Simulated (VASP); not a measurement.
Energy against volume of KI (rock salt). These are PBE GGA with D3 dispersion (Becke-Johnson damping), VASP's PBE PAW potentials (set 64) (plane waves; VASP) values and carry that method's errors. Settings: 520 eV cut-off, 7×7×7 Γ-centred mesh, Gaussian smearing of 0.050 eV, potentials K_sv I.

```
V (Å³/atom)  E (eV/atom)
-----------  -----------
40.557          -2.99900
41.852          -3.00434
43.146          -3.00594
44.441          -3.00438
```

Task: Fit these four points and predict the energy of the run at 45.735 Å³/atom.

Result: A cubic in V^(−2/3), the third-order Birch-Murnaghan form, passes through the four points with V0 = 43.12 Å³/atom and B0 = 13 GPa, and gives -3.0001 eV/atom there. The run gave -3.0002 eV/atom, -0.0 meV/atom from the fit; all five points give B0 = 13 GPa.

The compound is KI in the rock salt structure. It was relaxed first.
